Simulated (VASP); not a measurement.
Output of a VASP run:

### OSZICAR
```
       N       E                     dE             d eps       ncg     rms          rms(c)
DAV:   1     0.866509008606E+02    0.86651E+02   -0.87987E+03   762   0.155E+03
DAV:   2    -0.269391332362E+02   -0.11359E+03   -0.11057E+03   779   0.334E+02
DAV:   3    -0.351708071361E+02   -0.82317E+01   -0.81752E+01   969   0.932E+01
DAV:   4    -0.354019488473E+02   -0.23114E+00   -0.23099E+00   902   0.171E+01
DAV:   5    -0.354144094757E+02   -0.12461E-01   -0.12460E-01  1119   0.341E+00    0.709E+00
DAV:   6    -0.317874857963E+02    0.36269E+01   -0.22713E+00   899   0.383E+01    0.392E+00
DAV:   7    -0.317988277739E+02   -0.11342E-01   -0.67497E-01   809   0.128E+01    0.221E+00
DAV:   8    -0.317319153044E+02    0.66912E-01   -0.35539E-01   759   0.828E+00    0.124E+00
DAV:   9    -0.316902076731E+02    0.41708E-01   -0.23671E-01   754   0.538E+00    0.531E-01
DAV:  10    -0.317049749110E+02   -0.14767E-01   -0.99374E-03   899   0.103E+00    0.202E-01
DAV:  11    -0.318012659476E+02   -0.96291E-01   -0.65144E-02   759   0.257E+00    0.226E-01
DAV:  12    -0.317908957647E+02    0.10370E-01   -0.69950E-03   969   0.118E+00    0.901E-02
DAV:  13    -0.318021625478E+02   -0.11267E-01   -0.96215E-03   769   0.121E+00    0.348E-02
DAV:  14    -0.318021540616E+02    0.84862E-05   -0.16492E-04   999   0.147E-01    0.259E-02
DAV:  15    -0.318021982790E+02   -0.44217E-04   -0.19099E-05   824   0.476E-02    0.354E-02
DAV:  16    -0.318022476350E+02   -0.49356E-04   -0.24332E-05   797   0.812E-02    0.106E-01
DAV:  17    -0.318022528038E+02   -0.51687E-05   -0.16016E-05   937   0.618E-02    0.173E-01
DAV:  18    -0.318022559573E+02   -0.31536E-05   -0.23093E-06   952   0.193E-02    0.194E-01
DAV:  19    -0.318022592793E+02   -0.33220E-05   -0.10772E-07   577   0.559E-03    0.200E-01
DAV:  20    -0.318022603451E+02   -0.10658E-05   -0.57903E-05  1074   0.152E-01    0.626E-02
DAV:  21    -0.318022595415E+02    0.80362E-06   -0.75640E-06   839   0.422E-02    0.116E-02
DAV:  22    -0.318022624734E+02   -0.29320E-05   -0.16498E-06   779   0.235E-02    0.406E-03
DAV:  23    -0.318022626978E+02   -0.22439E-06   -0.10999E-06   794   0.135E-02    0.320E-03
DAV:  24    -0.318022637612E+02   -0.10634E-05   -0.82096E-07   764   0.140E-02    0.244E-03
DAV:  25    -0.318022635277E+02    0.23348E-06   -0.30685E-07   759   0.982E-03    0.706E-04
DAV:  26    -0.318022638106E+02   -0.28291E-06   -0.29988E-08   562   0.266E-03    0.164E-03
DAV:  27    -0.318022637777E+02    0.32899E-07   -0.80253E-09   392   0.142E-03
   1 F= -.31802264E+02 E0= -.31802264E+02  d E =-.568454E-16
```

### OUTCAR
```
------------------------ aborting loop because EDIFF is reached ----------------------------------------
  FORCE on cell =-STRESS in cart. coord.  units (eV):
  Direction    XX          YY          ZZ          XY          YZ          ZX
  --------------------------------------------------------------------------------------
  Total       -0.6372239     -0.6372239     -0.6372239      0.0000000      0.0000000      0.0000000
  in kB      -19.4591672    -19.4591672    -19.4591672      0.0000000      0.0000000      0.0000000
  external PRESSURE =     -19.4591672 kB  Pullay stress =       0.0000000 kB
  volume of cell :       52.47
      direct lattice vectors                 reciprocal lattice vectors
     0.000000000  2.971320308  2.971320308    -0.168275362  0.168275362  0.168275362
     2.971320308  0.000000000  2.971320308     0.168275362 -0.168275362  0.168275362
     2.971320308  2.971320308  0.000000000     0.168275362  0.168275362 -0.168275362
  FREE ENERGIE OF THE ION-ELECTRON SYSTEM (eV)
  ---------------------------------------------------
  free  energy   TOTEN  =       -31.8022637777 eV

  energy  without entropy=      -31.8022637777  energy(sigma->0) =      -31.80226378
```
(Selected blocks of OUTCAR.)

File POSCAR:
```
InP
1
    0.0000000000     2.9713203084     2.9713203084
    2.9713203084     0.0000000000     2.9713203084
    2.9713203084     2.9713203084     0.0000000000
In P
1 1
Direct
  0.0000000000   0.0000000000   0.0000000000
  0.2500000000   0.2500000000   0.2500000000
```

Question: Reconstruct the remaining input files.

Answer: This is not unique; one that fits is the input of the run itself, r2SCAN+rVV10, plane waves, VASP's PBE PAW potentials (set 64).

### INCAR
```
! general
SYSTEM   = InP
PREC     = Accurate
ENCUT    = 520
LREAL    = .FALSE.
LASPH    = .TRUE.

! electronic loop
EDIFF    = 1E-7
NELM     = 100
ALGO     = Normal
LMAXMIX  = 4
LMIXTAU  = .TRUE.

! smearing
ISMEAR   = 0
SIGMA    = 0.05

! functional
METAGGA  = R2SCAN
LUSE_VDW = .TRUE.
BPARAM   = 11.95
CPARAM   = 0.0093

! ions
ISIF     = 2

! output
LWAVE    = .FALSE.
LCHARG   = .FALSE.
```

File KPOINTS:
```
K-points
0
G
 8 8 8
```

POTCAR, in this order: In_d P (PBE.64 set). Program: vasp_std.

The compound is InP in the zinc blende structure. This cell is one point of a volume scan, at 1.03 of the reference volume.
